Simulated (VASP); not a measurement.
# NbTlTe2 (P4/mmm) in VASP: reference runs

Reference runs on NbTlTe2: the cell as given.

Everything below comes from runs of VASP 6.6.1. Logs are shortened: lines on timing, memory, paths and dates and some standing lists are left out, and cuts for length are marked.

### 1 Starting point

The structure is tetragonal, space group P4/mmm (No. 123). The conventional cell has a = 3.491 Å, b = 3.491 Å, c = 8.601 Å, α = 90.00°, β = 90.00°, γ = 90.00°. Around Nb (site symmetry 4/mmm) lie 8 Te at 2.96 Å. Around Tl (site symmetry 4/mmm) lie 4 Tl at 3.49 Å and 8 Te at 3.63 Å. Te (site symmetry 4mm) is surrounded by 4 Nb at 2.96 Å and 1 Te at 3.28 Å.

The cell was built by a generator and needn't be a form met in nature.

### 2 Single point, PBE

The input, INCAR:

```
SYSTEM = NbTlTe2
PREC = Accurate ; ENCUT = 520
EDIFF = 1E-7 ; ISMEAR = -1
SIGMA = 0.05 ; LREAL = .False.
LASPH = .True. ; NELM = 100
ALGO = Normal ; ISIF = 2
LWAVE = .False. ; LCHARG = .False.
GGA = PE ; NBANDS = 27
```

The input, KPOINTS:

```
regular mesh
0
Gamma
  8 8 3
  0 0 0
```

The input, POSCAR:

```
NbTlTe2
1.0
    3.4908900000      0.0000000000      0.0000000000
    0.0000000000      3.4908900000      0.0000000000
    0.0000000000      0.0000000000      8.6012900000
Nb Tl Te
1 1 2
Direct
    0.5000000000      0.5000000000      0.0000000000
    0.5000000000      0.5000000000      0.5000000000
    0.0000000000      0.0000000000      0.8093700000
    0.0000000000      0.0000000000      0.1906300000
```

Potentials or basis: VASP PAW PBE potentials, release 64 (Nb_sv, Tl_d, Te).

Launch:

```console
$ cat potpaw_PBE.64/Nb_sv/POTCAR potpaw_PBE.64/Tl_d/POTCAR potpaw_PBE.64/Te/POTCAR > POTCAR
$ mpirun -np 1 vasp_std > vasp.out
```

OUTCAR:

```text
SYSTEM = NbTlTe2
   PREC = Accurate
   ENCUT = 520
   EDIFF = 1E-7
   ISMEAR = -1
   LREAL = .False.
   LASPH = .True.
   NELM = 100
   ISIF = 2
   GGA = PE

 ion  position               nearest neighbor table
   1  0.500  0.500  0.000-   3 2.96   4 2.96   3 2.96   4 2.96   3 2.96   4 2.96   3 2.96   4 2.96

   2  0.500  0.500  0.500-   3 3.63   4 3.63   3 3.63   4 3.63   3 3.63   4 3.63   3 3.63   4 3.63

   3  0.000  0.000  0.809-   1 2.96   1 2.96   1 2.96   1 2.96   4 3.28   2 3.63   2 3.63   2 3.63
                             2 3.63
   4  0.000  0.000  0.191-   1 2.96   1 2.96   1 2.96   1 2.96   3 3.28   2 3.63   2 3.63   2 3.63
                             2 3.63

  LATTYP: Found a simple tetragonal cell.
 ALAT       =     3.4908900000
 C/A-ratio  =     2.4639246725

  Lattice vectors:

 A1 = (   3.4908900000,   0.0000000000,   0.0000000000)
 A2 = (   0.0000000000,   3.4908900000,   0.0000000000)
 A3 = (   0.0000000000,   0.0000000000,   8.6012900000)

Analysis of symmetry for initial positions (statically):
=====================================================================
 Subroutine PRICEL returns:
 Original cell was already a primitive cell.

 Routine SETGRP: Setting up the symmetry group for a
 simple tetragonal supercell.

 Subroutine GETGRP returns: Found 16 space group operations
 (whereof 16 operations were pure point group operations)
 out of a pool of 16 trial point group operations.

The static configuration has the point symmetry D_4h.

Analysis of symmetry for dynamics (positions and initial velocities):
=====================================================================
 Subroutine PRICEL returns:
 Original cell was already a primitive cell.

 Routine SETGRP: Setting up the symmetry group for a
 simple tetragonal supercell.

 Subroutine GETGRP returns: Found 16 space group operations
 (whereof 16 operations were pure point group operations)
 out of a pool of 16 trial point group operations.

The dynamic configuration has the point symmetry D_4h.

 Subroutine INISYM returns: Found 16 space group operations
 (whereof 16 operations are pure point group operations),
 and found     1 'primitive' translations

----------------------------------------------------------------------------------------

                                     Primitive cell

  volume of cell :     104.8180

  direct lattice vectors                    reciprocal lattice vectors
     3.490890000  0.000000000  0.000000000     0.286459900  0.000000000  0.000000000
     0.000000000  3.490890000  0.000000000     0.000000000  0.286459900  0.000000000
     0.000000000  0.000000000  8.601290000     0.000000000  0.000000000  0.116261631

  length of vectors
     3.490890000  3.490890000  8.601290000     0.286459900  0.286459900  0.116261631

  position of ions in fractional coordinates (direct lattice)
     0.500000000  0.500000000  0.000000000
     0.500000000  0.500000000  0.500000000
     0.000000000  0.000000000  0.809370000
     0.000000000  0.000000000  0.190630000

  ion indices of the primitive-cell ions
   primitive index   ion index
                 1           1
                 2           2
                 3           3
                 4           4

----------------------------------------------------------------------------------------

 KPOINTS: regular mesh

Automatic generation of k-mesh.
 Grid dimensions read from file:
 generate k-points for:    8    8    3

 Generating k-lattice:

  Cartesian coordinates                     Fractional coordinates (reciprocal lattice)
     0.035807487  0.000000000  0.000000000     0.125000000  0.000000000  0.000000000
     0.000000000  0.035807487  0.000000000     0.000000000  0.125000000  0.000000000
     0.000000000  0.000000000  0.038753877     0.000000000  0.000000000  0.333333333

  Length of vectors
     0.035807487  0.035807487  0.038753877

  Shift w.r.t. Gamma in fractional coordinates (k-lattice)
     0.000000000  0.000000000  0.000000000

 Subroutine IBZKPT returns following result:
 ===========================================

 Found     30 irreducible k-points:

 Following reciprocal coordinates:
            Coordinates               Weight
  0.000000  0.000000  0.000000      1.000000
  0.125000  0.000000  0.000000      4.000000
  0.250000  0.000000  0.000000      4.000000
  0.375000  0.000000  0.000000      4.000000
  0.500000  0.000000  0.000000      2.000000
  0.125000  0.125000  0.000000      4.000000
[... 16 lines left out ...]
  0.375000  0.125000  0.333333     16.000000
  0.500000  0.125000  0.333333      8.000000
 [... further k-points ...]
   k-points           NKPTS =     30   k-points in BZ     NKDIM =     30   number of bands    NBANDS=     27
   number of dos      NEDOS =    301   number of ions     NIONS =      4
   total plane-waves  NPLWV =  50176
   dimension x,y,z NGX =    28 NGY =   28 NGZ =   64
   dimension x,y,z NGXF=    56 NGYF=   56 NGZF=  128
   ions per type =               1   1   2
   NGX,Y,Z   is equivalent  to a cutoff of  13.33, 13.33, 12.37 a.u.
   NGXF,Y,Z  is equivalent  to a cutoff of  26.67, 26.67, 24.74 a.u.
 SYSTEM =  NbTlTe2
   PREC   = accura    normal or accurate (medium, high low for compatibility)
   ISTART =      0    job   : 0-new  1-cont  2-samecut
   ICHARG =      2    charge: 1-file 2-atom 10-const
   ISPIN  =      1    spin polarized calculation?
   LNONCOLLINEAR =      F non collinear calculations
   LSORBIT =      F    spin-orbit coupling
   LASPH  =      T    aspherical Exc in radial PAW
   ENCUT  =  520.0 eV  38.22 Ry    6.18 a.u.   6.49  6.49 15.99*2*pi/ulx,y,z
   NELM   =    100;   NELMIN=  2; NELMDL= -5     # of ELM steps
   EDIFF  = 0.1E-06   stopping-criterion for ELM
   LREAL  =      F    real-space projection
   EDIFFG = 0.1E-05   stopping-criterion for IOM
   NSW    =      0    number of steps for IOM
   IBRION =     -1    ionic relax: 0-MD 1-quasi-New 2-CG
   NFREE  =      0    steps in history (QN), initial steepest desc. (CG)
   ISIF   =      2    stress and relaxation
   ISYM   =      2    0-nonsym 1-usesym 2-fastsym
   POTIM  = 0.5000    time-step for ionic-motion
   TEBEG  =    0.0;   TEEND  =   0.0 temperature during run
   PSTRESS=    0.0 pullay stress
   NELECT =      38.0000    total number of electrons
   NUPDOWN=      -1.0000    fix difference up-down
   EMIN   =  10.00;   EMAX   =-10.00  energy-range for DOS
   EFERMI =   0.00;   METHOD = LEGACY
   ISMEAR =    -1;   SIGMA  =   0.05  broadening in eV -4-tet -1-fermi 0-gaus
   EFERMI_NEDOS =   21; number of points for ismear=-14 and -15
   IALGO  =     38    algorithm
   IMIX   =      4    mixing-type and parameters
     AMIX     =   0.40;   BMIX     =  1.00
     AMIX_MAG =   1.60;   BMIX_MAG =  1.00
  volume/ion in A,a.u.               =      26.20       176.84
  Fermi-wavevector in a.u.,A,eV,Ry     =   1.167322  2.205919 18.539856  1.362641
  Thomas-Fermi vector in A             =   2.303824
   LORBIT       =      0    0 simple, 1 ext, 2 COOP (PROOUT), +10 PAW based schemes
   GGA     = PE    functional components
   LHFCALC =     F    Hartree Fock is set to
   AEXX    =    0.0000 exact exchange contribution
   IVDW    =     0    specifies the selected vdW correction
   LEPSILON=     F    determine dielectric tensor
   LRPA    =     F    only Hartree local field effects (RPA)
 non-spin polarized calculation
  energy-cutoff  :      520.00
  volume of cell :      104.82
 maximum number of plane-waves:      2855
 NGX is ok and might be reduce to    28
   NGX = 13   NGY = 13   NGZ = 31

 number of electron      38.0000005 magnetization

 Free energy of the ion-electron system (eV)
  ---------------------------------------------------
  ext. energy  EPLUGINS =         0.00000000
  ---------------------------------------------------
  free energy    TOTEN  =       -19.81145894 eV

  energy without entropy =      -19.79995768  energy(sigma->0) =      -19.80570831

 E-fermi :   8.3072     XC(G=0): -10.3992

 val. band max:        8.2847397944   @ k =   0.5000   0.1250   0.0000
 cond. band min:       8.3672845311   @ k =   0.5000   0.1250   0.0000
 fundamental gap:      0.0825447367
 Fermi energy:         8.3071804864

 k-point     1 :       0.0000    0.0000    0.0000
  band No.  band energies     occupation
      1     -47.0339      2.00000
      2     -23.0692      2.00000
      3     -23.0506      2.00000
      4     -23.0506      2.00000
      5      -4.9522      2.00000
      6      -3.7221      2.00000
[... 19 lines left out ...]
     26      13.7536      0.00000
     27      13.9366      0.00000

 k-point     2 :       0.1250    0.0000    0.0000
  band No.  band energies     occupation
      1     -47.0326      2.00000
      2     -23.0739      2.00000
      3     -23.0660      2.00000
      4     -23.0484      2.00000
      5      -4.7888      2.00000
      6      -3.6840      2.00000
[... 19 lines left out ...]
     26      14.1539      0.00000
     27      14.2303      0.00000

 k-point     3 :       0.2500    0.0000    0.0000
  band No.  band energies     occupation
      1     -47.0292      2.00000
      2     -23.1298      2.00000
      3     -23.0582      2.00000
      4     -23.0431      2.00000
      5      -4.3394      2.00000
      6      -3.6218      2.00000
[... 19 lines left out ...]
     26      13.6131      0.00000
     27      14.8694      0.00000

 k-point     4 :       0.3750    0.0000    0.0000
  band No.  band energies     occupation
      1     -47.0259      2.00000
      2     -23.1850      2.00000
      3     -23.0505      2.00000
      4     -23.0379      2.00000
      5      -3.7634      2.00000
      6      -3.6321      2.00000
[... 19 lines left out ...]
     26      13.1793      0.00000
     27      15.0189      0.00000
[... 516 lines left out ...]
      4     -23.0553      2.00000
      5      -4.1948      2.00000
      6      -3.5597      2.00000
[... 19 lines left out ...]
     26      13.5689      0.00000
     27      14.3372      0.00000

 k-point    23 :       0.3750    0.1250    0.3333
  band No.  band energies     occupation
      1     -47.0245      2.00000
      2     -23.1813      2.00000
      3     -23.0596      2.00000
      4     -23.0477      2.00000
      5      -3.8017      2.00000
      6      -3.5211      2.00000
[... 19 lines left out ...]
     26      13.7665      0.00000
     27      14.0140      0.00000

 k-point    24 :       0.5000    0.1250    0.3333
  band No.  band energies     occupation
      1     -47.0232      2.00000
      2     -23.2037      2.00000
      3     -23.0571      2.00000
      4     -23.0446      2.00000
      5      -3.7063      2.00000
      6      -3.5101      2.00000
[... 19 lines left out ...]
     26      13.2158      0.00000
     27      14.1641      0.00000

 [... further k-points ...]

------------------------ aborting loop because EDIFF is reached ----------------------------------------

  FORCE on cell =-STRESS in cart. coord.  units (eV):
  Direction    XX          YY          ZZ          XY          YZ          ZX
  --------------------------------------------------------------------------------------
  -------------------------------------------------------------------------------------
  Total       -0.0937269     -0.0937269      0.0264200      0.0000000      0.0000000      0.0000000
  in kB       -1.4326459     -1.4326459      0.4038380      0.0000000      0.0000000      0.0000000
  external PRESSURE =      -0.8204846 kB  Pullay stress =       0.0000000 kB

 VOLUME and BASIS-vectors are now :
 -----------------------------------------------------------------------------
  energy-cutoff  :      520.00
  volume of cell :      104.82
      direct lattice vectors                 reciprocal lattice vectors
     3.490890000  0.000000000  0.000000000     0.286459900  0.000000000  0.000000000
     0.000000000  3.490890000  0.000000000     0.000000000  0.286459900  0.000000000
     0.000000000  0.000000000  8.601290000     0.000000000  0.000000000  0.116261631

 POSITION                                       TOTAL-FORCE (eV/Angst)
 -----------------------------------------------------------------------------------
      1.74544      1.74544      0.00000         0.000000      0.000000     -0.000000
      1.74544      1.74544      4.30065         0.000000      0.000000     -0.000000
      0.00000      0.00000      6.96163        -0.000000      0.000000     -0.014617
      0.00000      0.00000      1.63966         0.000000     -0.000000      0.014617
 -----------------------------------------------------------------------------------
    total drift:                                0.000000      0.000000      0.000000

  FREE ENERGIE OF THE ION-ELECTRON SYSTEM (eV)
  ---------------------------------------------------
  free  energy   TOTEN  =       -19.8114589450 eV

  energy  without entropy=      -19.7999576826  energy(sigma->0) =      -19.80570831
```

It took 37 s on 1 thread of Intel Xeon 6975P-C (Granite Rapids), shared host; peak memory 0.27 GiB.

What came out:

| Quantity | Value |
| --- | --- |
| Free energy | -19.8115 eV |
| Pressure | -0.1 GPa |
| Largest force | 0.015 eV/Å |
| Band gap on the k mesh | none (metal or under the smearing width) |

Forces in eV/Å, atoms in the order of the input:
```
Nb   0.000  0.000  0.000
Tl   0.000  0.000  0.000
Te   0.000  0.000 -0.015
Te   0.000  0.000  0.015
```

Stress tensor (GPa, compression positive):
```
-0.14  0.00  0.00
 0.00 -0.14  0.00
 0.00  0.00  0.04
```
